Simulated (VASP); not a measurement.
All values below come from PBE GGA + U (Dudarev), VASP's PBE PAW potentials (set 64) (plane waves; VASP 6.6.1).

A VASP calculation is set up with these files.

POSCAR:
```
MnS
1
    5.2200000000     2.6100000000     2.6100000000
    2.6100000000     5.2200000000     2.6100000000
    2.6100000000     2.6100000000     5.2200000000
Mn S
2 2
Direct
  0.0000000000   0.0000000000   0.0000000000
  0.5000000000   0.5000000000   0.5000000000
  0.2500000000   0.2500000000   0.2500000000
  0.7500000000   0.7500000000   0.7500000000
```

**KPOINTS**
```
Automatic mesh
0
Gamma
  6 6 6
0 0 0
```

INCAR:
```
! general
SYSTEM    = MnS
PREC      = Accurate
ENCUT     = 400   ! plane-wave cut-off (eV)
LREAL     = .FALSE.
LASPH     = .TRUE.   ! aspherical one-centre terms

! electronic loop
EDIFF     = 1E-6   ! SCF stop (eV)
NELM      = 100   ! most electronic steps
ALGO      = Normal   ! blocked Davidson
LMAXMIX   = 4   ! l cut-off of mixed one-centre charges

! smearing
ISMEAR    = 0
SIGMA     = 0.05

! functional
GGA       = PE

! spin
ISPIN     = 2   ! spin-polarised
MAGMOM    = 5.0 -5.0 2*0.0

! DFT+U
LDAU      = .TRUE.
LDAUTYPE  = 2
LDAUL     = 2 -1
LDAUU     = 6.0 0
LDAUJ     = 0 0
LDAUPRINT = 1

! ions
ISIF      = 2   ! forces and stress, cell fixed

! output
LWAVE     = .FALSE.
LCHARG    = .FALSE.
LORBIT    = 10
```

POTCAR, in this order: Mn_pv S (PBE.64 set). Program: vasp_std.

The run wrote:

**OSZICAR**
```
       N       E                     dE             d eps       ncg     rms          rms(c)
DAV:   1     0.336225389339E+03    0.33623E+03   -0.19003E+04  3392   0.148E+03
DAV:   2     0.812039354694E+01   -0.32810E+03   -0.32425E+03  3000   0.430E+02
DAV:   3    -0.225102961775E+02   -0.30631E+02   -0.30095E+02  4037   0.121E+02
DAV:   4    -0.233613992608E+02   -0.85110E+00   -0.85036E+00  3595   0.209E+01
DAV:   5    -0.233747823727E+02   -0.13383E-01   -0.13382E-01  3729   0.320E+00    0.153E+01
DAV:   6    -0.237699331243E+02   -0.39515E+00   -0.15875E+01  2983   0.501E+01    0.151E+01
DAV:   7    -0.249828619583E+02   -0.12129E+01   -0.50348E+00  3541   0.155E+01    0.942E+00
DAV:   8    -0.250020123533E+02   -0.19150E-01   -0.51656E-01  3611   0.633E+00    0.484E+00
DAV:   9    -0.250870868422E+02   -0.85074E-01   -0.81359E-02  3498   0.374E+00    0.768E-01
DAV:  10    -0.251080400771E+02   -0.20953E-01   -0.15643E-02  3772   0.225E+00    0.395E-01
DAV:  11    -0.251085331342E+02   -0.49306E-03   -0.34324E-03  3476   0.420E-01    0.244E-01
DAV:  12    -0.251086796970E+02   -0.14656E-03   -0.22749E-04  3805   0.118E-01    0.112E-01
DAV:  13    -0.251086980934E+02   -0.18396E-04   -0.58621E-05  3747   0.810E-02    0.291E-02
DAV:  14    -0.251087056449E+02   -0.75515E-05   -0.16179E-05  3846   0.341E-02    0.143E-02
DAV:  15    -0.251087067265E+02   -0.10816E-05   -0.56200E-06  3281   0.174E-02    0.686E-03
DAV:  16    -0.251087067974E+02   -0.70893E-07   -0.76350E-07  2676   0.100E-02
   1 F= -.25108707E+02 E0= -.25108707E+02  d E =-.956896E-12  mag=     0.0000
```

### OUTCAR
```
------------------------ aborting loop because EDIFF is reached ----------------------------------------
  FORCE on cell =-STRESS in cart. coord.  units (eV):
  Direction    XX          YY          ZZ          XY          YZ          ZX
  --------------------------------------------------------------------------------------
  Total        1.5872371      1.5872371      1.5872371     -0.0767948     -0.0767948     -0.0767948
  in kB       35.7578062     35.7578062     35.7578062     -1.7300580     -1.7300580     -1.7300580
  external PRESSURE =      35.7578062 kB  Pullay stress =       0.0000000 kB
  volume of cell :       71.12
      direct lattice vectors                 reciprocal lattice vectors
     5.220000000  2.610000000  2.610000000     0.287356322 -0.095785441 -0.095785441
     2.610000000  5.220000000  2.610000000    -0.095785441  0.287356322 -0.095785441
     2.610000000  2.610000000  5.220000000    -0.095785441 -0.095785441  0.287356322
 POSITION                                       TOTAL-FORCE (eV/Angst)
 -----------------------------------------------------------------------------------
      0.00000      0.00000      0.00000        -0.000000     -0.000000     -0.000000
      5.22000      5.22000      5.22000         0.000000      0.000000     -0.000000
      2.61000      2.61000      2.61000         0.000000      0.000000      0.000000
      7.83000      7.83000      7.83000        -0.000000     -0.000000      0.000000
 -----------------------------------------------------------------------------------
    total drift:                                0.000000     -0.000000     -0.000000
  FREE ENERGIE OF THE ION-ELECTRON SYSTEM (eV)
  ---------------------------------------------------
  free  energy   TOTEN  =       -25.1087067974 eV

  energy  without entropy=      -25.1087067974  energy(sigma->0) =      -25.10870680

 total charge

# of ion       s       p       d       tot
------------------------------------------
    1        0.215   6.168   4.898  11.281
    2        0.215   6.168   4.898  11.281
    3        1.320   2.472   0.000   3.791
    4        1.320   2.472   0.000   3.791
--------------------------------------------------
tot          3.069  17.279   9.797  30.144

 magnetization (x)

# of ion       s       p       d       tot
------------------------------------------
    1        0.027   0.023   4.553   4.603
    2       -0.027  -0.023  -4.553  -4.603
    3        0.000   0.000   0.000   0.000
    4        0.000   0.000   0.000   0.000
--------------------------------------------------
tot         -0.000   0.000   0.000  -0.000
```
(Selected blocks of OUTCAR.)

The compound is MnS in the rock salt, AFM-II order structure. The cell was not relaxed at this level. The run is one of a series of settings (LDAU = .TRUE., LDAUJ = 0 0, LDAUL = 2 -1, LDAUTYPE = 2, LDAUU = 6.0 0 against the base run), some of them coarse on purpose.
